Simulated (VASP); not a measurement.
**MnB with PBEsol + U: from relaxation to properties**

What structure does MnB take at this level, and what are its properties? The steps: relaxing cell and atoms (PBEsol + U), second relaxation, density, ELF and potential (PBEsol + U), bands along the symmetry lines (PBEsol + U), density of states (PBEsol + U), core-level energies (PBEsol + U), volume scan with PBEsol + U and fit for PBEsol + U. The start is a cell from a database of measured crystal structures.

Program: VASP 6.6.1. Level of theory: PBEsol, DFT+U (Mn d 3 eV), spin-polarised from a ferromagnetic start; plane waves and PAW (Mn_pv, B). Results are calculated unless marked as measured.

This is a report of a sequence of runs, with most program output left out.

## Step 1: Set-up

Before any relaxation, the start is as follows. The structure is orthorhombic, space group Pnma (No. 62). The conventional cell has a = 5.563 Å, b = 2.977 Å, c = 4.147 Å, α = 90.00°, β = 90.00°, γ = 90.00°. Nearest to Mn lie 7 B at 2.19 to 2.25 Å. Nearest to B lie 2 B at 1.80 Å and 7 Mn at 2.19 to 2.25 Å. Farther neighbours are not listed.

## Step 2: Relaxing cell and atoms (PBEsol + U)

Properties are meant for the cell that this level of theory prefers, so cell and atoms are relaxed first (ISIF = 3) until forces and stress are small; EDIFFG sets the threshold. PBEsol restores the gradient expansion of exchange and is tuned for the cells of solids. A Hubbard U penalises fractional filling of the localised shell, which semilocal functionals favour.

File INCAR:

```
SYSTEM = MnB
PREC = Accurate
ENCUT = 420
EDIFF = 1E-06
NELM = 100
ISMEAR = 0
SIGMA = 0.05
LREAL = .FALSE.
ALGO = Normal
GGA = PS
NBANDS = 54
ISPIN = 2
MAGMOM = 4 4 4 4 0 0 0 0
LDAU = .TRUE.
LDAUTYPE = 2
LDAUL = 2 -1
LDAUU = 3 0
LDAUJ = 0 0
LDAUPRINT = 1
LASPH = .TRUE.
LMAXMIX = 4
LORBIT = 11
LWAVE = .FALSE.
LCHARG = .FALSE.
KPAR = 4
IBRION = 2
NSW = 60
ISIF = 3
EDIFFG = -0.01
```

File POSCAR:

```
MnB
1.0
    5.5631820000      0.0000000000      0.0000000000
    0.0000000000      2.9768500000      0.0000000000
    0.0000000000      0.0000000000      4.1472430000
Mn B
4 4
Direct
    0.1758800000      0.2500000000      0.1208300000
    0.3241200000      0.7500000000      0.6208300000
    0.6758800000      0.2500000000      0.3791700000
    0.8241200000      0.7500000000      0.8791700000
    0.0341000000      0.2500000000      0.6128000000
    0.4659000000      0.7500000000      0.1128000000
    0.5341000000      0.2500000000      0.8872000000
    0.9659000000      0.7500000000      0.3872000000
```

File KPOINTS:

```
Automatic mesh
0
Gamma
4 8 6
0 0 0
```

The projector-augmented-wave data sets are Mn_pv and B (PBE family, release 64).

On the command line:

```sh
mpirun -np 4 vasp_std
```

Run time: 4.7 min. Hardware: 4 MPI ranks of Intel Xeon 6975P-C (Granite Rapids), shared host; peak memory 1.3 GiB; 19 min of CPU time.

The magnetic state follows from one typed start and may not be the lowest. A U on the itinerant d states of such a compound is hard to justify; it moves the bands at the Fermi level and favours large moments. The PAW data sets were made with PBE, which is usual practice but a small mismatch for other functionals. The run keeps the 8 symmetry operations of its start, so it cannot find a distortion of lower symmetry.

The steps of the relaxation:

| step | energy less that of the first step (eV) | largest force (eV/Å) | pressure (GPa) | volume (Å³) |
| --- | --- | --- | --- | --- |
| 1 | 0.0000 | 0.1853 | -0.30 | 68.68 |
| 2 | -0.0262 | 0.0766 | 2.10 | 68.51 |
| 3 | -0.0287 | 0.0715 | 2.65 | 68.45 |
| 4 | -0.0407 | 0.1577 | 0.66 | 69.62 |
| 5 | -0.0409 | 0.1797 | 0.64 | 69.78 |
| 6 | -0.0491 | 0.1310 | 1.11 | 70.20 |
| 7 | -0.0526 | 0.1238 | 0.79 | 71.47 |
| 8 | -0.0573 | 0.0816 | 1.44 | 70.83 |
| 9 | -0.0615 | 0.0761 | 0.86 | 71.25 |
| 10 | -0.0647 | 0.0714 | -0.03 | 71.98 |
| 11 | -0.0682 | 0.0536 | -0.05 | 72.03 |
| 12 | -0.0710 | 0.0422 | -0.10 | 72.14 |
| 13 | -0.0710 | 0.0421 | -0.10 | 72.14 |
| 14 | -0.0712 | 0.0308 | -0.05 | 72.11 |
| 15 | -0.0714 | 0.0102 | 0.09 | 72.05 |
| 16 | -0.0715 | 0.0054 | 0.04 | 72.08 |

| conventional cell, symmetrised | before | after | change |
| --- | --- | --- | --- |
| a (Å) | 5.563 | 5.787 | +4.0 % |
| b (Å) | 2.977 | 2.938 | -1.3 % |
| c (Å) | 4.147 | 4.239 | +2.2 % |
| volume (Å³/atom) | 8.59 | 9.01 | +4.9 % |

The atoms that moved most (Å, as changes of fractional coordinates times the final cell):

| atom | dx | dy | dz | length |
| --- | --- | --- | --- | --- |
| B7 | -0.006 | 0.000 | 0.015 | 0.016 |
| B5 | -0.006 | 0.000 | -0.015 | 0.016 |
| B8 | 0.006 | 0.000 | 0.015 | 0.016 |
| B6 | 0.006 | 0.000 | -0.015 | 0.016 |
| Mn2 | -0.014 | 0.000 | -0.003 | 0.014 |
| Mn1 | 0.014 | 0.000 | -0.003 | 0.014 |
| Mn3 | 0.014 | 0.000 | 0.003 | 0.014 |
| Mn4 | -0.014 | 0.000 | 0.003 | 0.014 |

Final coordinates:

```xyz
8
Lattice="5.7866 0.0000 0.0000 0.0000 2.9385 0.0000 0.0000 0.0000 4.2390" Properties=species:S:1:pos:R:3 pbc="T T T"
Mn    1.0314    0.7346    0.5093
Mn    1.8619    2.2039    2.6288
Mn    3.9247    0.7346    1.6101
Mn    4.7552    2.2039    3.7296
B     0.1909    0.7346    2.5829
B     2.7024    2.2039    0.4634
B     3.0842    0.7346    3.7755
B     5.5957    2.2039    1.6560
```

Numbers from this step:

```
electrons                                         : 64
bands                                             : 54
irreducible k-points                              : 60
symmetry operations                               : 8
free energy (TOTEN)                               : -59.6286 eV
energy at zero smearing                           : -59.6264 eV
Fermi energy                                      : 9.201 eV
pressure                                          : 0.04370 GPa
moment of the cell, from the last line of the log : 11.76 μB
metallic                                          : yes
SCF cycles over all ionic steps                   : 142
```

Spin moment in the PAW sphere by atom:

| atom | spin moment in the PAW sphere (μB) |
| --- | --- |
| Mn1 | 3.17 |
| Mn2 | 3.17 |
| Mn3 | 3.17 |
| Mn4 | 3.17 |
| B5 | -0.19 |
| B6 | -0.19 |
| B7 | -0.19 |
| B8 | -0.19 |

It ends with a largest force of 0.005 eV/Å and a pressure of 0.04 GPa. The volume lies +4.9 % from that of the database's start.

## Step 3: Second relaxation

A relaxation keeps the plane waves of the cell it began with, so it is repeated from the new cell, on a basis made for it. The mesh changes with the cell too.

INCAR is that of step 2.

File POSCAR:

```
MnB
1.0
    5.7865915244      0.0000000000      0.0000000000
    0.0000000000      2.9384762681      0.0000000000
    0.0000000000      0.0000000000      4.2389611964
Mn B
4 4
Direct
    0.1782373661      0.2500000000      0.1201580077
    0.3217626339      0.7500000000      0.6201580077
    0.6782373661      0.2500000000      0.3798419923
    0.8217626339      0.7500000000      0.8798419923
    0.0329933979      0.2500000000      0.6093289858
    0.4670066021      0.7500000000      0.1093289858
    0.5329933979      0.2500000000      0.8906710142
    0.9670066021      0.7500000000      0.3906710142
```

File KPOINTS:

```
Automatic mesh
0
Gamma
4 8 5
0 0 0
```

On the command line:

```sh
mpirun -np 4 vasp_std
```

Wall time 58 s (4 MPI ranks); peak memory 1.2 GiB.

The k-mesh is coarse for a metal.

Relaxation path:

| step | energy less that of the first step (eV) | largest force (eV/Å) | pressure (GPa) | volume (Å³) |
| --- | --- | --- | --- | --- |
| 1 | 0.0000 | 0.0244 | -0.56 | 72.08 |
| 2 | -0.0005 | 0.0172 | 0.27 | 71.75 |
| 3 | -0.0006 | 0.0168 | 0.11 | 71.82 |
| 4 | -0.0007 | 0.0032 | -0.03 | 71.83 |

| conventional cell, symmetrised | before | after | change |
| --- | --- | --- | --- |
| a (Å) | 5.787 | 5.774 | -0.2 % |
| b (Å) | 2.938 | 2.938 | -0.0 % |
| c (Å) | 4.239 | 4.235 | -0.1 % |
| volume (Å³/atom) | 9.01 | 8.98 | -0.3 % |

Final coordinates:

```cif
data_structure
_symmetry_space_group_name_H-M 'P 1'
_symmetry_Int_Tables_number 1
_cell_length_a 5.7739
_cell_length_b 2.9377
_cell_length_c 4.2348
_cell_angle_alpha 90.000
_cell_angle_beta 90.000
_cell_angle_gamma 90.000
_cell_volume 71.83
loop_
_atom_site_label
_atom_site_type_symbol
_atom_site_fract_x
_atom_site_fract_y
_atom_site_fract_z
_atom_site_occupancy
Mn1 Mn 0.17796 0.25000 0.12019 1
Mn2 Mn 0.32204 0.75000 0.62019 1
Mn3 Mn 0.67796 0.25000 0.37981 1
Mn4 Mn 0.82204 0.75000 0.87981 1
B5 B 0.03271 0.25000 0.60947 1
B6 B 0.46729 0.75000 0.10947 1
B7 B 0.53271 0.25000 0.89053 1
B8 B 0.96729 0.75000 0.39053 1
```

This step gave:

```yaml
irreducible_k_points: 45
free_energy_toten: -59.6588 eV
energy_at_zero_smearing: -59.6574 eV
fermi_energy: 9.228 eV
pressure: -0.02510 GPa
moment_of_the_cell_from_the_last_line_of_the_log: 11.61 μB
scf_cycles_over_all_ionic_steps: 34
```

Spin moment in the PAW sphere by atom:

| atom | spin moment in the PAW sphere (μB) |
| --- | --- |
| Mn1 | 3.14 |
| Mn2 | 3.14 |
| Mn3 | 3.14 |
| Mn4 | 3.14 |
| B5 | -0.19 |
| B6 | -0.19 |
| B7 | -0.19 |
| B8 | -0.19 |

It ends with a largest force of 0.003 eV/Å and a pressure of -0.03 GPa.

## Step 4: Density, ELF and potential (PBEsol + U)

A single point on the relaxed cell gives a clean self-consistent state, with density, ELF and potential written out.

INCAR: that of step 3 with these lines changed.

```diff
@@ -23,7 +23,5 @@
 LWAVE = .FALSE.
-LCHARG = .FALSE.
-KPAR = 4
-IBRION = 2
-NSW = 60
-ISIF = 3
-EDIFFG = -0.01
+LCHARG = .TRUE.
+ISIF = 2
+LELF = .TRUE.
+LVHAR = .TRUE.
```

File POSCAR:

```
MnB
1.0
    5.7738752562      0.0000000000      0.0000000000
    0.0000000000      2.9376891469      0.0000000000
    0.0000000000      0.0000000000      4.2347672237
Mn B
4 4
Direct
    0.1779605663      0.2500000000      0.1201939108
    0.3220394337      0.7500000000      0.6201939108
    0.6779605663      0.2500000000      0.3798060892
    0.8220394337      0.7500000000      0.8798060892
    0.0327092485      0.2500000000      0.6094652426
    0.4672907515      0.7500000000      0.1094652426
    0.5327092485      0.2500000000      0.8905347574
    0.9672907515      0.7500000000      0.3905347574
```

KPOINTS is that of step 3.

On the command line:

```sh
mpirun -np 4 vasp_std
```

It took 28 s on 4 MPI ranks; peak memory 0.63 GiB; 1.8 min of CPU time.

With spin, VASP writes an ELF for each channel.

This step gave:

* SCF cycles: 16
* bands: 56
* free energy (TOTEN): -59.6574 eV
* energy at zero smearing: -59.6560 eV
* pressure: 0.02294 GPa

Valence electrons inside each PAW sphere by angular momentum. Sphere charges, by row:

| atom | s (e) | p (e) | d (e) | tot (e) |
| --- | --- | --- | --- | --- |
| Mn1 | 0.32 | 6.38 | 5.13 | 11.83 |
| Mn2 | 0.32 | 6.38 | 5.13 | 11.83 |
| Mn3 | 0.32 | 6.38 | 5.13 | 11.83 |
| Mn4 | 0.32 | 6.38 | 5.13 | 11.83 |
| B5 | 0.681 | 1.236 | 0 | 1.917 |
| B6 | 0.681 | 1.236 | 0 | 1.917 |
| B7 | 0.681 | 1.236 | 0 | 1.917 |
| B8 | 0.681 | 1.236 | 0 | 1.917 |

Spin density in the ac plane at fractional y = 0.250, with atoms of Mn and B within 0.2 Å of it.

Ten even steps from '0' (-0.1 e/Å³) to '9' (4.3 e/Å³), each cell a mean:
```
0000000000000000
0000000000000000
0000000000000000
0000000000000000
0000000000000000
0000000001442000
0000000002894000
0011000001562000
0155200000110000
0389400000000000
0144200000000000
```
Columns run along a (5.8 Å), rows up along c (4.2 Å). Atoms in or near the plane, at fractional coordinates: Mn at (0.18, 0.12), Mn at (0.68, 0.38), B at (0.03, 0.61), B at (0.53, 0.89).

ELF of up spins in the ac plane at fractional y = 0.250, with atoms of Mn and B within 0.2 Å of it. It is the smooth field of the valence electrons, not physical close to the nuclei.

Ten even steps from '0' (0.02) to '9' (0.57), each cell a mean:
```
4344348612884334
9753358612884358
8997447989964479
1288435898533586
0288423443443486
7896422334334468
7643322234003446
3344322234224323
3422432333443222
3400344677433222
3433436878964323
```
Columns run along a (5.8 Å), rows up along c (4.2 Å). Atoms in or near the plane, at fractional coordinates: Mn at (0.18, 0.12), Mn at (0.68, 0.38), B at (0.03, 0.61), B at (0.53, 0.89).

Valence density in the ac plane at fractional y = 0.250, with atoms of Mn and B within 0.2 Å of it. It is the smooth field of the valence electrons, not physical close to the nuclei.

Ten steps, logarithmic in the rise over the least value, from '0' (0 e/Å³) to '9' (15 e/Å³), each cell a mean:
```
1234212322210000
1211012322210011
3221001222210012
2221001112110123
2221000012442123
3321000015886322
2221000027998411
1244310025886300
1688720012443100
2799831122210000
1588622233210000
```
Columns run along a (5.8 Å), rows up along c (4.2 Å). Atoms in or near the plane, at fractional coordinates: Mn at (0.18, 0.12), Mn at (0.68, 0.38), B at (0.03, 0.61), B at (0.53, 0.89).

In this run the pressure is 0.02 GPa, small enough to go on.

## Step 5: Bands along the symmetry lines (PBEsol + U)

The mesh alone shows little of the dispersion and can miss band extrema, so KPOINTS_OPT adds a path through the symmetry points after the self-consistent cycle.

INCAR: that of step 4 with these lines changed.

```diff
@@ -10,5 +10,5 @@
 GGA = PS
-NBANDS = 54
+NBANDS = 63
 ISPIN = 2
-MAGMOM = 4 4 4 4 0 0 0 0
+MAGMOM = 3.138 3.138 3.138 3.138 -0.189 -0.189 -0.189 -0.189
 LDAU = .TRUE.
@@ -23,5 +23,3 @@
 LWAVE = .FALSE.
-LCHARG = .TRUE.
-ISIF = 2
-LELF = .TRUE.
-LVHAR = .TRUE.
+LCHARG = .FALSE.
+KPAR = 4
```

POSCAR is that of step 4.

KPOINTS is that of step 4.

File KPOINTS_OPT:

```
Line mode
12
Line-mode
Reciprocal
  0.00000000   0.00000000   0.00000000 GAMMA
  0.00000000   0.50000000   0.00000000 X

  0.00000000   0.50000000   0.00000000 X
  0.00000000   0.50000000   0.50000000 S

  0.00000000   0.50000000   0.50000000 S
  0.00000000   0.00000000   0.50000000 Y

  0.00000000   0.00000000   0.50000000 Y
  0.00000000   0.00000000   0.00000000 GAMMA

  0.00000000   0.00000000   0.00000000 GAMMA
  0.50000000   0.00000000   0.00000000 Z

  0.50000000   0.00000000   0.00000000 Z
  0.50000000   0.50000000   0.00000000 U

  0.50000000   0.50000000   0.00000000 U
  0.50000000   0.50000000   0.50000000 R

  0.50000000   0.50000000   0.50000000 R
  0.50000000   0.00000000   0.50000000 T

  0.50000000   0.00000000   0.50000000 T
  0.50000000   0.00000000   0.00000000 Z

  0.00000000   0.00000000   0.50000000 Y
  0.50000000   0.00000000   0.50000000 T

  0.50000000   0.50000000   0.00000000 U
  0.00000000   0.50000000   0.00000000 X

  0.00000000   0.50000000   0.50000000 S
  0.50000000   0.50000000   0.50000000 R
```

On the command line:

```sh
mpirun -np 4 vasp_std
```

Wall time 73 s (4 MPI ranks); peak memory 1.9 GiB.

Numbers from this step:

```
SCF cycles                                        : 17
bands                                             : 63
pressure                                          : 0.02513 GPa
moment of the cell, from the last line of the log : 11.62 μB
```

Spin up. Electronic bands along the path, in eV, zero at the Fermi level; # counts the bands kept:

| point | #23 | #24 | #25 | #26 | #27 | #28 | #29 | #30 |
| --- | --- | --- | --- | --- | --- | --- | --- | --- |
| Γ | -2.00 | -1.67 | -1.22 | -0.94 | 1.42 | 1.82 | 2.23 | 2.24 |
| 0.55 of the way | -1.86 | -1.85 | 0.10 | 0.42 | 0.61 | 1.46 | 2.52 | 2.68 |
| X | -1.70 | -1.70 | 0.36 | 0.36 | 1.04 | 1.04 | 2.76 | 2.76 |
| 0.45 of the way | -1.78 | -1.78 | -0.61 | -0.61 | 1.02 | 1.02 | 2.66 | 2.66 |
| S | -1.66 | -1.66 | -0.76 | -0.76 | 0.22 | 0.22 | 2.49 | 2.49 |
| 0.55 of the way | -1.37 | -1.37 | -0.92 | -0.92 | 0.16 | 0.16 | 3.59 | 3.59 |
| Y | -1.96 | -1.96 | -1.30 | -1.30 | 1.06 | 1.06 | 3.86 | 3.86 |
| 0.45 of the way | -2.00 | -1.82 | -1.50 | -0.07 | -0.02 | 1.87 | 3.14 | 3.25 |
| Γ | -2.00 | -1.67 | -1.22 | -0.94 | 1.42 | 1.82 | 2.23 | 2.24 |
| 0.55 of the way | -1.83 | -1.79 | -1.26 | -0.05 | 1.44 | 1.72 | 1.83 | 1.84 |
| Z | -1.90 | -1.90 | 0.09 | 0.09 | 1.01 | 1.01 | 1.77 | 1.77 |
| 0.55 of the way | -1.23 | -1.23 | -0.44 | -0.44 | 1.41 | 1.41 | 2.38 | 2.38 |
| U | -1.67 | -1.67 | 0.59 | 0.59 | 0.59 | 0.59 | 3.74 | 3.74 |
| 0.45 of the way | -1.80 | -1.80 | 0.12 | 0.12 | 0.12 | 0.12 | 3.82 | 3.82 |
| R | -1.86 | -1.86 | -0.39 | -0.39 | -0.39 | -0.39 | 3.96 | 3.96 |
| 0.45 of the way | -2.10 | -2.10 | -0.33 | -0.33 | 1.77 | 1.77 | 1.86 | 1.86 |
| T | -1.85 | -1.85 | -1.04 | -1.04 | 1.35 | 1.35 | 2.98 | 2.98 |
| 0.55 of the way | -1.77 | -1.77 | -0.36 | -0.36 | 1.15 | 1.15 | 2.78 | 2.78 |
| Z | -1.90 | -1.90 | 0.09 | 0.09 | 1.01 | 1.01 | 1.77 | 1.77 |
| jump to Y | -1.96 | -1.96 | -1.30 | -1.30 | 1.06 | 1.06 | 3.86 | 3.86 |
| 0.45 of the way | -1.90 | -1.90 | -1.21 | -1.21 | 1.19 | 1.19 | 3.50 | 3.50 |
| T | -1.85 | -1.85 | -1.04 | -1.04 | 1.35 | 1.35 | 2.98 | 2.98 |
| jump to U | -1.67 | -1.67 | 0.59 | 0.59 | 0.59 | 0.59 | 3.74 | 3.74 |
| 0.45 of the way | -1.69 | -1.69 | 0.43 | 0.43 | 0.84 | 0.84 | 3.13 | 3.13 |
| X | -1.70 | -1.70 | 0.36 | 0.36 | 1.04 | 1.04 | 2.76 | 2.76 |
| jump to S | -1.66 | -1.66 | -0.76 | -0.76 | 0.22 | 0.22 | 2.49 | 2.49 |

Of the projections kept (Mn, B), the largest for each band there; the rest of the weight can lie on other orbitals:

| point | #23 | #24 | #25 | #26 | #27 | #28 | #29 | #30 |
| --- | --- | --- | --- | --- | --- | --- | --- | --- |
| Γ | Mn 1.00 | Mn 1.00 | Mn 0.84 | Mn 0.56 | Mn 0.67 | Mn 0.71 | B 0.54 | Mn 0.70 |
| X | Mn 0.97 | Mn 0.97 | Mn 0.78 | Mn 0.78 | Mn 0.72 | Mn 0.72 | Mn 0.68 | Mn 0.68 |
| S | Mn 0.92 | Mn 0.92 | Mn 0.88 | Mn 0.88 | Mn 0.80 | Mn 0.80 | Mn 0.71 | Mn 0.71 |
| Y | Mn 0.98 | Mn 0.98 | Mn 0.89 | Mn 0.89 | B 0.56 | B 0.56 | B 0.63 | B 0.63 |
| Γ | Mn 1.00 | Mn 1.00 | Mn 0.84 | Mn 0.56 | Mn 0.67 | Mn 0.71 | B 0.54 | Mn 0.70 |
| Z | Mn 0.98 | Mn 0.98 | Mn 0.78 | Mn 0.78 | Mn 0.54 | Mn 0.54 | Mn 0.72 | Mn 0.72 |

Spin down. The electronic bands at the labelled points (eV, zero at the Fermi level; # counts the bands kept):

| point | #11 | #12 | #13 | #14 | #15 | #16 | #17 | #18 |
| --- | --- | --- | --- | --- | --- | --- | --- | --- |
| Γ | -1.89 | -1.41 | 0.48 | 0.58 | 0.84 | 1.03 | 1.36 | 1.37 |
| 0.55 of the way | -2.60 | -1.07 | -0.67 | -0.58 | -0.14 | -0.14 | 1.90 | 2.13 |
| X | -2.39 | -2.39 | -0.99 | -0.99 | -0.96 | -0.96 | 2.59 | 2.59 |
| 0.45 of the way | -2.39 | -2.39 | -0.72 | -0.72 | -0.38 | -0.38 | 1.77 | 1.77 |
| S | -2.51 | -2.51 | -0.09 | -0.09 | 0.54 | 0.54 | 0.89 | 0.89 |
| 0.55 of the way | -1.15 | -1.15 | -0.76 | -0.76 | 0.76 | 0.76 | 1.42 | 1.42 |
| Y | -0.91 | -0.91 | -0.16 | -0.16 | 1.24 | 1.24 | 1.62 | 1.62 |
| 0.45 of the way | -1.74 | -1.04 | 0.03 | 0.87 | 0.89 | 1.10 | 1.28 | 1.53 |
| Γ | -1.89 | -1.41 | 0.48 | 0.58 | 0.84 | 1.03 | 1.36 | 1.37 |
| 0.55 of the way | -1.81 | -1.51 | 0.38 | 0.56 | 0.65 | 0.66 | 1.38 | 1.45 |
| Z | -1.74 | -1.74 | 0.37 | 0.37 | 0.54 | 0.54 | 1.52 | 1.52 |
| 0.55 of the way | -1.87 | -1.87 | -0.72 | -0.72 | -0.18 | -0.18 | 2.33 | 2.33 |
| U | -2.85 | -2.85 | -1.02 | -1.02 | -1.02 | -1.02 | 2.81 | 2.81 |
| 0.45 of the way | -2.63 | -2.63 | -0.81 | -0.81 | -0.81 | -0.81 | 2.50 | 2.50 |
| R | -2.39 | -2.39 | -0.62 | -0.62 | -0.62 | -0.62 | 2.13 | 2.13 |
| 0.45 of the way | -1.77 | -1.77 | -0.61 | -0.61 | 0.17 | 0.17 | 1.65 | 1.65 |
| T | -1.42 | -1.42 | 0.22 | 0.22 | 0.64 | 0.64 | 1.83 | 1.83 |
| 0.55 of the way | -1.85 | -1.85 | 0.40 | 0.40 | 0.71 | 0.71 | 1.52 | 1.52 |
| Z | -1.74 | -1.74 | 0.37 | 0.37 | 0.54 | 0.54 | 1.52 | 1.52 |
| jump to Y | -0.91 | -0.91 | -0.16 | -0.16 | 1.24 | 1.24 | 1.62 | 1.62 |
| 0.45 of the way | -1.21 | -1.21 | 0.03 | 0.03 | 0.90 | 0.90 | 1.85 | 1.85 |
| T | -1.42 | -1.42 | 0.22 | 0.22 | 0.64 | 0.64 | 1.83 | 1.83 |
| jump to U | -2.85 | -2.85 | -1.02 | -1.02 | -1.02 | -1.02 | 2.81 | 2.81 |
| 0.45 of the way | -2.62 | -2.62 | -1.00 | -1.00 | -1.00 | -1.00 | 2.66 | 2.66 |
| X | -2.39 | -2.39 | -0.99 | -0.99 | -0.96 | -0.96 | 2.59 | 2.59 |
| jump to S | -2.51 | -2.51 | -0.09 | -0.09 | 0.54 | 0.54 | 0.89 | 0.89 |

Of the projections kept (Mn, B), the largest for each band there; the rest of the weight can lie on other orbitals:

| point | #11 | #12 | #13 | #14 | #15 | #16 | #17 | #18 |
| --- | --- | --- | --- | --- | --- | --- | --- | --- |
| Γ | Mn 0.63 | Mn 0.93 | Mn 0.98 | Mn 0.98 | Mn 1.00 | Mn 0.91 | Mn 0.98 | Mn 0.97 |
| X | Mn 0.68 | Mn 0.68 | Mn 0.95 | Mn 0.95 | Mn 0.96 | Mn 0.96 | Mn 0.99 | Mn 0.99 |
| S | Mn 0.64 | Mn 0.64 | Mn 0.93 | Mn 0.93 | Mn 0.97 | Mn 0.97 | Mn 0.96 | Mn 0.96 |
| Y | Mn 0.87 | Mn 0.87 | Mn 0.87 | Mn 0.87 | Mn 0.95 | Mn 0.95 | Mn 0.97 | Mn 0.97 |
| Γ | Mn 0.63 | Mn 0.93 | Mn 0.98 | Mn 0.98 | Mn 1.00 | Mn 0.91 | Mn 0.98 | Mn 0.97 |
| Z | Mn 0.79 | Mn 0.79 | Mn 0.96 | Mn 0.96 | Mn 0.95 | Mn 0.95 | Mn 0.94 | Mn 0.94 |

There is no gap at this level.

Spin up: of the bands kept, 4 cross the Fermi level on this path. Spin down: of the bands kept, 4 cross the Fermi level on this path.

(Continued in part 2 of 2.)

[Lines on the potential files, build, host, timing and source positions are cut from VASP's logs without a mark.]

[Logs are printed without paths, hosts, clocks, repeated set-up lines and the standing remarks that a program may print on its own settings, such as how far it seeks lower states.]

[Hosts, paths, dates, database ids (printed as entryN), source tags and the programs' standing remarks are cut or masked in the printed files.]

[A measured line is paired with the nearest computed mode of its activity, which favours agreement.]
